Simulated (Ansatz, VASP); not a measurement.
## Ta: VASP beside Ansatz

One calculation is typed for both programs; each brings its own data sets and cutoff. How far apart do they land? The cell is taken from a series of VASP runs on this material, whose earlier steps may have relaxed, scaled or displaced it; both programs get it as it stands.

Main program and level: Ansatz 0.2.0; plane waves, with VASP 6.6.1 beside it; relaxation of cell and atoms at PBE.

**1. Starting point**

It takes space group Im-3m (No. 229, cubic). Conventional cell: a = 3.303 Å, b = 3.303 Å, c = 3.303 Å, α = 90.00°, β = 90.00°, γ = 90.00°. Ta has 8 Ta at 2.86 Å nearest.

Coordinates:

```cif
data_structure
_symmetry_space_group_name_H-M 'Im-3m'
_symmetry_Int_Tables_number 229
_cell_length_a 3.3026
_cell_length_b 3.3026
_cell_length_c 3.3026
_cell_angle_alpha 90.000
_cell_angle_beta 90.000
_cell_angle_gamma 90.000
_cell_volume 36.02
loop_
_atom_site_label
_atom_site_type_symbol
_atom_site_symmetry_multiplicity
_atom_site_Wyckoff_symbol
_atom_site_fract_x
_atom_site_fract_y
_atom_site_fract_z
_atom_site_occupancy
Ta1 Ta 2 a 0.00000 0.00000 0.00000 1
```

**2. VASP: relaxation of cell and atoms, PBE**

The relaxed volume is the usual yardstick between codes: its relative difference is about their pressure difference at one cell divided by the bulk modulus.

Lines of VASP's logs that name or quote its potential files are left out, and so is its time.

INCAR reads:

```
SYSTEM = Ta
PREC = Accurate
ENCUT = 520
EDIFF = 1E-07
NELM = 100
ISMEAR = 1
SIGMA = 0.15
LREAL = .FALSE.
ALGO = Normal
GGA = PE
NBANDS = 11
LASPH = .TRUE.
LORBIT = 11
LWAVE = .FALSE.
LCHARG = .FALSE.
KPAR = 4
IBRION = 2
NSW = 50
ISIF = 3
EDIFFG = -0.005
```

POSCAR reads:

```
Ta
1.0
   -1.6512800000      1.6512800000      1.6512800000
    1.6512800000     -1.6512800000      1.6512800000
    1.6512800000      1.6512800000     -1.6512800000
Ta
1
Direct
    0.0000000000      0.0000000000      0.0000000000
```

KPOINTS reads:

```
Automatic mesh
0
Gamma
20 20 20
0 0 0
```

Potentials, in the order of the species: Ta_pv (PBE family, release 64).

Run with:

```bash
$ mpirun -np 4 vasp_std
```

Numbers of over 12 decimals in the logs are rounded to 6 here.

The log of the run:

```text
[banner, memory and clock lines left out]
running    4 mpi-ranks, on    1 nodes
 distrk:  each k-point on    1 cores,    4 groups
 distr:  one band on    1 cores,    1 groups

 POSCAR found type information on POSCAR Ta
 POSCAR found :  1 types and       1 ions
 LDA part: xc-table for (Slater+PW92), standard interpolation
 POSCAR, INCAR and KPOINTS ok, starting setup
 FFT: planning ... GRIDC
 FFT: planning ... GRID_SOFT
 FFT: planning ... GRID
 WAVECAR not read
 entering main loop
       N       E                     dE             d eps       ncg     rms          rms(c)
DAV:   1     0.574435393677E+02    0.57444E+02   -0.62727E+03  5632   0.952E+02
DAV:   2    -0.112579734719E+02   -0.68702E+02   -0.67182E+02  6319   0.249E+02
DAV:   3    -0.122675618314E+02   -0.10096E+01   -0.99215E+00  6914   0.284E+01
DAV:   4    -0.122711689996E+02   -0.36072E-02   -0.36060E-02  6210   0.178E+00
DAV:   5    -0.122711847895E+02   -0.15790E-04   -0.15789E-04  6737   0.112E-01    0.135E+01
DAV:   6    -0.119190373580E+02    0.35215E+00   -0.31265E-01  6376   0.628E+00    0.659E+00
DAV:   7    -0.118109233794E+02    0.10811E+00   -0.27582E-01  6388   0.553E+00    0.378E-01
DAV:   8    -0.118102172183E+02    0.70616E-03   -0.87716E-03  7020   0.739E-01    0.936E-02
DAV:   9    -0.118102210785E+02   -0.38601E-05   -0.70781E-05  6312   0.923E-02    0.262E-02
DAV:  10    -0.118102153979E+02    0.56805E-05   -0.29825E-06  6601   0.206E-02    0.382E-03
DAV:  11    -0.118102153487E+02    0.49200E-07   -0.23483E-07  6321   0.558E-03
   1 F= -.11810215E+02 E0= -.11810312E+02  d E =-.118102E+02
 curvature:   0.00 expect dE= 0.000E+00 dE for cont linesearch  0.000E+00
 trial: gam= 0.00000 g(F)=  0.792E-63 g(S)=  0.188E-01 ort = 0.000E+00 (trialstep = 0.100E+01)
 search vector abs. value=  0.188E-01
 bond charge predicted
       N       E                     dE             d eps       ncg     rms          rms(c)
DAV:   1    -0.119666996664E+02   -0.15648E+00   -0.51611E+00  5941   0.288E+01    0.355E+00
DAV:   2    -0.118275593825E+02    0.13914E+00   -0.18724E-01  5929   0.458E+00    0.119E+00
DAV:   3    -0.117980779891E+02    0.29481E-01   -0.83134E-02  6244   0.306E+00    0.441E-01
DAV:   4    -0.117986357847E+02   -0.55780E-03   -0.11996E-03  7214   0.342E-01    0.544E-02
DAV:   5    -0.117986398404E+02   -0.40557E-05   -0.60558E-05  6349   0.790E-02    0.287E-02
DAV:   6    -0.117986396324E+02    0.20797E-06   -0.15686E-06  6502   0.149E-02    0.125E-03
DAV:   7    -0.117986396564E+02   -0.23991E-07   -0.26260E-08  4018   0.194E-03
   2 F= -.11798640E+02 E0= -.11798807E+02  d E =0.115757E-01
 trial-energy change:    0.011576  1 .order    0.011187   -0.018781    0.041154
 step:   0.3051(harm=  0.3134)  dis= 0.00000  next Energy=   -11.813069 (dE=-0.285E-02)
 bond charge predicted
       N       E                     dE             d eps       ncg     rms          rms(c)
DAV:   1    -0.118944151466E+02   -0.95776E-01   -0.23714E+00  5965   0.191E+01    0.252E+00
DAV:   2    -0.118276357451E+02    0.66779E-01   -0.76448E-02  5878   0.314E+00    0.838E-01
DAV:   3    -0.118127233394E+02    0.14912E-01   -0.39809E-02  6277   0.220E+00    0.345E-01
DAV:   4    -0.118130193746E+02   -0.29604E-03   -0.68378E-04  7245   0.243E-01    0.356E-02
DAV:   5    -0.118130263508E+02   -0.69762E-05   -0.38908E-05  6517   0.673E-02    0.169E-02
DAV:   6    -0.118130256044E+02    0.74640E-06   -0.11213E-06  6226   0.128E-02    0.120E-03
DAV:   7    -0.118130256020E+02    0.24502E-08   -0.10976E-08  3765   0.129E-03
   3 F= -.11813026E+02 E0= -.11813150E+02  d E =-.281025E-02
 curvature:  -0.16 expect dE=-0.243E-06 dE for cont linesearch -0.243E-06
 trial: gam= 0.00000 g(F)=  0.938E-63 g(S)=  0.155E-05 ort =-0.171E-03 (trialstep = 0.861E+00)
 search vector abs. value=  0.155E-05
 reached required accuracy - stopping structural energy minimisation
```

Parts of OUTCAR (step 2):

```text
ion  position               nearest neighbor table
   1  0.000  0.000  0.000-

  LATTYP: Found a body centered cubic cell.
 ALAT       =     3.3025600000

 Subroutine GETGRP returns: Found 48 space group operations
 (whereof 48 operations were pure point group operations)

The static configuration has the point symmetry O_h .

 Found    256 irreducible k-points:

   k-points           NKPTS =    256   k-points in BZ     NKDIM =    256   number of bands    NBANDS=     11

   dimension x,y,z NGX =    24 NGY =   24 NGZ =   24
   dimension x,y,z NGXF=    48 NGYF=   48 NGZF=   48

   ENCUT  =  520.0 eV  38.22 Ry    6.18 a.u.   5.32  5.32  5.32*2*pi/ulx,y,z

   NELECT =      11.0000    total number of electrons

 k-points in reciprocal lattice and weights: Automatic mesh
   0.00000000  0.00000000  0.00000000       0.000
   0.05000000  0.00000000  0.00000000       0.002
   0.10000000  0.00000000  0.00000000       0.002
   0.15000000  0.00000000  0.00000000       0.002
   0.20000000  0.00000000  0.00000000       0.002
   0.25000000  0.00000000  0.00000000       0.002
   0.30000000  0.00000000  0.00000000       0.002
   0.35000000  0.00000000  0.00000000       0.002
   0.40000000  0.00000000  0.00000000       0.002
[...]
0.50000000  0.50000000  0.45000000       0.002
   0.50000000  0.50000000  0.50000000       0.000

 average (electrostatic) potential at core
       1 -36.6232

 E-fermi :   5.3378

 k-point     1 :       0.0000    0.0000    0.0000
  band No.  band energies     occupation
      1     -27.7793      2.00000
      2     -27.7793      2.00000
      3     -27.7793      2.00000
      4      -2.4963      2.00000
      5       6.0914     -0.00000
      6       6.0914     -0.00000
      7       6.0914     -0.00000
      8       9.3090      0.00000
      9       9.3090      0.00000
    ...

 k-point     2 :       0.0500    0.0000    0.0000
  band No.  band energies     occupation
      1     -27.8090      2.00000
      2     -27.7885      2.00000
      3     -27.7795      2.00000
      4      -2.3862      2.00000
      5       6.0194     -0.00000
      6       6.0716     -0.00000
      7       6.1987     -0.00000
      8       9.1895      0.00000
      9       9.3090      0.00000
    ...

 k-point     3 :       0.1000    0.0000    0.0000
  band No.  band energies     occupation
      1     -27.8942      2.00000
      2     -27.8149      2.00000
      3     -27.7799      2.00000
      4      -2.0647      2.00000
      5       5.8179     -0.00006
      6       5.9918     -0.00000
      7       6.5181     -0.00000
      8       8.9200      0.00000
      9       9.3141      0.00000
    ...

  Total       -0.0032769     -0.0032769     -0.0032769      0.0000000      0.0000000      0.0000000
  in kB       -0.2869216     -0.2869216     -0.2869216      0.0000000      0.0000000      0.0000000
  external PRESSURE =      -0.2869216 kB  Pullay stress =       0.0000000 kB

  energy-cutoff  :      520.00
  volume of cell :       18.30
      direct lattice vectors                 reciprocal lattice vectors
    -1.660035387  1.660035387  1.660035387     0.000000000  0.301198399  0.301198399
     1.660035387 -1.660035387  1.660035387     0.301198399  0.000000000  0.301198399
     1.660035387  1.660035387 -1.660035387     0.301198399  0.301198399  0.000000000

 POSITION                                       TOTAL-FORCE (eV/Angst)
 -----------------------------------------------------------------------------------
      0.00000      0.00000      0.00000        -0.000000      0.000000     -0.000000
 -----------------------------------------------------------------------------------
    total drift:                                0.000000      0.000000      0.000000

  FREE ENERGIE OF THE ION-ELECTRON SYSTEM (eV)
  ---------------------------------------------------
  free  energy   TOTEN  =       -11.8130256020 eV

  energy  without entropy=      -11.8133999817  energy(sigma->0) =      -11.81315040

 reached required accuracy - stopping structural energy minimisation

 total charge
# of ion       s       p       d       tot
------------------------------------------
    1        0.368   6.167   2.369   8.903

[... 3 further parts left out ...]
```

**3. Ansatz: relaxation of cell and atoms, PBE**

Ansatz runs on its default PAW (the set named soft_2) files.

The same cell, functional, mesh and smearing now go to Ansatz, which takes its cutoff from its data sets.

input.yaml reads:

```yaml
crystal:
  lattice:
    - [-1.65128, 1.65128, 1.65128]
    - [1.65128, -1.65128, 1.65128]
    - [1.65128, 1.65128, -1.65128]
  atoms:
    - { symbol: Ta, position: [0.0, 0.0, 0.0] }
hamiltonian:
  xc: pbe
  pseudopotentials: { kind: paw }
kpoints:
  mp_grid: { grid: [20, 20, 20] }
scf:
  occupations: { method: methfessel_paxton, width: 0.15 }
relax:
  f_tol: 0.01
  max_steps: 60
  cell: { stress_tol: 0.05 }
output:
  forces: true
  stress: true
  write_density: true
  write_potential: true
  elf: true
  volumetric_format: npy
```

Run with:

```bash
$ ansatz run input.yaml --threads 4 --pin off --max-ram 9216MiB --backend cpu --events-out ev --progress --plain --runs-dir out
```

The log of the run:

```text
Engine: ansatz 0.2.0, aarch64-unknown-linux-gnu
Pseudopotentials: kind: paw
Pseudopotential: Ta, paw, valence charge 13, recommended cutoff 420 eV (normal), Ta.paw.azcp
Functional definition: PBE
  parameter kappa = 0.804
  parameter beta = 0.066725
  exchange = pbe_x(kappa = kappa, mu = beta*pi^2/3)
  correlation = pbe_c(beta = beta)
Crystal: 1 atoms, lattice volume = 18.010 Å³
Basis set: ecut = 420 eV, 369 PW (Γ), exchange–correlation on 40×40×40 points (8 copies of the dense FFT grid, shifted against one another)
Bands: 11, of which v1, the nominal top of the filled ones, is band 7 counted from 1 (6 counted from 0)
Symmetry: 48 space group operations
Space group: Im-3m (ITA 229), of the structure as read, at distance tolerance 2.6e-5 Å
k-points: 256 of 8000
Non-local potential: Ta, projectors of the file, l = 0: 3, l = 1: 2, l = 2: 2, l = 3: 1
PAW form: soft (Blöchl's): semilocal exchange-correlation on the pseudo side does not see the compensation charge
PAW one-centre angular grid: Ta, 590 points (default); XC on 64 Gauss nodes
Initial density: superposition of atomic densities (neutral atoms: chi_scale 0, normalization atom), corrected by the library's trained network
Initial wavefunctions: pseudopotential atomic-orbital guess
Functional: x = pbe(κ = 0.804, μ = 0.219515), c = pbe(β = 0.066725)
SCF iter   1: F=—  HF=-9932.248547 eV  |F-HF|=—  |Δ(HF+E_count)|=         —  Δρ=2.16e-3  dr2=2.50e-4  ethr=1.77e-3  ⟨swp⟩=5.1  Hψ=15377  notcnv=0
preconditioner: auto → none  [metal: Δε(μ)=0.001 eV  Ē_g=8.319 eV  σ=0.150 eV  W_gap=0.00  n_scr=0 (ndim 8)  ℏωp=19.6 eV  f_vac=0.000  D(μ)=1.29/eV (n_scr^D=12)]
SCF iter   2: F=—  HF=-9932.248506 eV  |F-HF|=—  |Δ(HF+E_count)|=   4.04e-5  S|Δr|=    0.00e0  Δρ=1.06e-3  dr2=6.60e-5  ethr=1.92e-6  ⟨swp⟩=2.2  Hψ=6210  notcnv=0
SCF iter   3: F=—  HF=-9932.248580 eV  |F-HF|=—  |Δ(HF+E_count)|=   7.37e-5  S|Δr|=    0.00e0  Δρ=1.78e-4  dr2=1.71e-6  ethr=5.07e-7  ⟨swp⟩=2.1  Hψ=4322  notcnv=0
SCF iter   4: F=—  HF=-9932.248580 eV  |F-HF|=—  |Δ(HF+E_count)|=   5.30e-7  S|Δr|=    0.00e0  Δρ=6.39e-5  dr2=2.05e-7  ethr=1.32e-8  ⟨swp⟩=2.0  Hψ=4232  notcnv=0
SCF iter   5: F=-9932.248580 eV  HF=-9932.248580 eV  |F-HF|=1.17e-8  |Δ(HF+E_count)|=   7.00e-8  S|Δr|=    0.00e0  Δρ=2.17e-5  dr2=2.34e-8  ethr=7.69e-10  ⟨swp⟩=7.0  Hψ=12723  notcnv=0
SCF 1 converged in 5 iterations: F = -9932.248580 eV  dr2 = 2.34e-8
  greatest PAW one-centre occupation: 0.999 electrons in one spin orbital (limit 2), on the Ta atom at site 0 (counted from 0), in its partial waves of l = 0
relax step   1: F+E_penalty+E_count = -9932.24857955 eV  Δ(F+E_penalty+E_count) = +0.000e0 eV  max|allowed force component| = 0.000e0 eV/Å  Δτ_max = 0.0000 Å  P = +3.092 GPa  Ω = 18.010 Å³  (5 SCF iters, dr2 threshold 1.00e-7 eV, accepted)
[...]
relax step   2: F+E_penalty+E_count = -9932.22832514 eV  Δ(F+E_penalty+E_count) = +2.025e-2 eV  max|allowed force component| = 0.000e0 eV/Å  Δτ_max = 0.0000 Å  P = -8.211 GPa  Ω = 19.132 Å³  energy of the carried Pulay correction = -3.866e-4 eV  (4 SCF iters, dr2 threshold 1.00e-7 eV, rejected (line search))
[...]
relax step   3: F+E_penalty+E_count = -9932.25109607 eV  Δ(F+E_penalty+E_count) = -2.517e-3 eV  max|allowed force component| = 0.000e0 eV/Å  Δτ_max = 0.0000 Å  P = -0.192 GPa  Ω = 18.304 Å³  energy of the carried Pulay correction = -1.035e-4 eV  (6 SCF iters, accepted)
[...]
relax step   4: F+E_penalty+E_count = -9932.25111282 eV  Δ(F+E_penalty+E_count) = -1.674e-5 eV  max|allowed force component| = 0.000e0 eV/Å  Δτ_max = 0.0000 Å  P = -0.004 GPa  Ω = 18.287 Å³  energy of the carried Pulay correction = -9.736e-5 eV  (2 SCF iters, dr2 threshold 9.21e-8 eV, accepted)
[...]
relax step   5: F+E_penalty+E_count = -9932.25121479 eV  Δ(F+E_penalty+E_count) = -1.020e-4 eV  max|allowed force component| = 0.000e0 eV/Å  Δτ_max = 0.0000 Å  P = +0.003 GPa  Ω = 18.287 Å³  stress off target by 2.82e-3 GPa  SCF on the basis re-selected at this cell (its energy is not comparable with the rows above)  (4 SCF iters)
basis re-selected at this cell: Δ(F+E_penalty+E_count) = -1.020e-4 eV, ΔP = +0.006 GPa vs the last step (what re-selecting the basis moved, of the pressure what is left beyond the Pulay correction that the steps carried, after the strain that the cell walked since its last selection, with what the two solves' SCF thresholds leave and, on support functions, any second-order correction that the steps lacked; it is no measure of the basis error at this ecutwfc). This SCF's stress stands 2.82e-3 GPa from its target on what of the cell is left free (relax.cell.stress_tol is 5.00e-2 GPa) and its largest allowed force component is 0.00e0 eV/Å (relax.f_tol is 1.00e-2 eV/Å): [rest of the remark cut]
SCF converged after 4 iterations
Stability not checked: this state was not tested for a lower state beside it, because cold or Methfessel-Paxton smearing, or corrected tetrahedra, fill the levels in a way that the test cannot read (fill_not_monotonic; see scf.lower_state_search)
Free energy (F): -9932.251215 eV
Harris-Foulkes:  -9932.251215 eV  (|F-HF|=1.82e-12)
Internal energy: -9932.251587 eV  (E = F + TS)
E sigma→0 (E₀):  -9932.251308 eV
Entropy (-TS):   0.000373 eV (0.373 meV/atom)
Fermi energy:    18.301364 eV
--- Per-component energies (eV) ---
  E_band       = -107.649429
  E_kinetic    = 365.590274
  E_local      = -556.064462  (includes V_loc(G=0)·N_el)
  E_nonlocal   = 14.718263
  E_hartree    = 192.464271
  E_xc         = -218.342018
  E_vxc        = -203.891711  (∫ρ·V_xc dr)
  E_paw        = -8396.591650  (= ΣΔE_a)
  E_vpaw       = -112.930436  (= ΣTr[D̂ρ^β])
  E_aug_tail   = 0.000133  (compensation charges beyond the density's cutoff)
  E_ewald      = -1334.026399
  E_smearing   = 0.000373  (= −TS)
  E_closure    = -0.000000  (closes the sum)
  Σ components = -9932.251215   (vs F -9932.251215, Δ=0.00e0)
--- Forces (eV/Å), atoms counted from 1 ---
  atom   1  Ta     0.00000000     0.00000000    -0.00000000
  max |Σ_I F_I| component: 9.66e-32 eV/Å
--- Stress (GPa, compression-positive) ---
        0.002820       0.000000      -0.000000
        0.000000       0.002820       0.000000
       -0.000000      -0.000000       0.002820
  P = ⅓ Tr σ = 0.0028 GPa (0.028 kbar)
--- Band table (eV; the first three rows and the last of 256) ---
  k-point 0: bands = [... 3 lower, -14.7631, 10.4807, 19.0549, 19.0549, 19.0549, 22.2765, 22.2765, 32.8819]
  k-point 1: bands = [... 3 lower, -14.7633, 10.5903, 18.9829, 19.0353, 19.1625, 22.1561, 22.2764, 32.9815]
  k-point 2: bands = [... 3 lower, -14.7637, 10.9104, 18.7814, 18.9556, 19.4827, 21.8851, 22.2815, 33.2435]
  k-point 255: bands = [... 3 lower, -15.5454, 14.6061, 14.6061, 25.0383, 25.0383, 25.0383, 26.7953, 26.7953]
--- Relaxed structure (4 steps of the walk, 3 accepted, 1 SCFs on fresh bases) ---
  F+E_penalty+E_count = -9932.25121479 eV   max|allowed force component| = 0.000e0 eV/Å   (the final SCF, on the basis selected at the relaxed cell)
  cell:  # Å, volume = 18.2866 Å³
    - [-1.659679, 1.659679, 1.659679]
    - [1.659679, -1.659679, 1.659679]
    - [1.659679, 1.659679, -1.659679]
  atoms:
    - { symbol: Ta, position: [0.0, 0.0, 0.0] }
```

It took 3.6 s on 4 threads of Arm Neoverse V1, shared host; peak memory 0.35 GiB.

**4. Differences**

Known differences besides the potentials themselves: both relaxations stop at a tolerance, which leaves soft axes loose, and VASP keeps its plane-wave basis; the data sets hold 13 valence electrons in Ansatz (default PAW (the set named soft_2) files) and 11 in VASP; the cutoff is 420 eV in Ansatz and 520 eV in VASP; Ansatz adds a Pulay correction to the stress that steers its cell, VASP none. Total energies have different zeros and are not compared.

Compared:

| quantity | Ansatz | VASP | difference |
| --- | --- | --- | --- |
| volume (Å³) | 18.29 | 18.30 | -0.06 % |
| edge a after relaxation, in the typed setting (Å) | 2.875 | 2.875 | -0.02 % |

The walks stopped with 0.00 GPa left in Ansatz and -0.03 GPa in VASP; each walk ends within a tolerance, so the volume difference is uncertain by about these residues over the bulk modulus, most in soft cells.

**5. Results**

| Item | Value |
| --- | --- |
| difference in volume (relaxation of cell and atoms, PBE) | -0.064 % |

**Reading.** The difference in volume is -0.064 % (relaxation of cell and atoms, PBE), within the 1.2 % picked in this series as the mark of a large difference, as far as the stopping tolerances let one tell. How closely two codes agree says nothing of how well the functional describes the real material.

[Lines on the potential files, build, host, timing and source positions are cut from VASP's logs without a mark.]

[Logs are printed without paths, hosts, clocks, repeated set-up lines and the standing remarks that a program may print on its own settings, such as how far it seeks lower states.]

[Hosts, paths, dates, database ids (printed as entryN), source tags and the programs' standing remarks are cut or masked in the printed files.]
